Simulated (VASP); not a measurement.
Consider the following.

```xyz
2
Lattice="0.0000 1.7816 1.7816 1.7816 0.0000 1.7816 1.7816 1.7816 0.0000" Properties=species:S:1:pos:R:3 pbc="T T T"
C      0.0000     0.0000     0.0000
C      0.8908     0.9908     0.8908
```

Calculation: r2SCAN meta-GGA, VASP's PBE PAW potentials (set 64) (plane waves; VASP). Run with 600 eV cut-off, 12×12×12 Γ-centred mesh, Gaussian smearing of 0.050 eV, potentials C.

Question: Which forces act on the atoms, in eV/Å?

Answer: 
| atom | Fx | Fy | Fz |
|---|---|---|---|
| C1 | 0.000 | 3.785 | 0.000 |
| C2 | 0.000 | -3.785 | 0.000 |

Question: Give the stress tensor in GPa (positive for a compressed cell).

Answer: 
```
 3.51   0.00  -3.35
 0.00   1.18   0.00
-3.35   0.00   3.51
```
The pressure is its mean diagonal, 2.73 GPa.

The compound is C in the diamond structure. This cell was strained or had an atom moved on purpose.
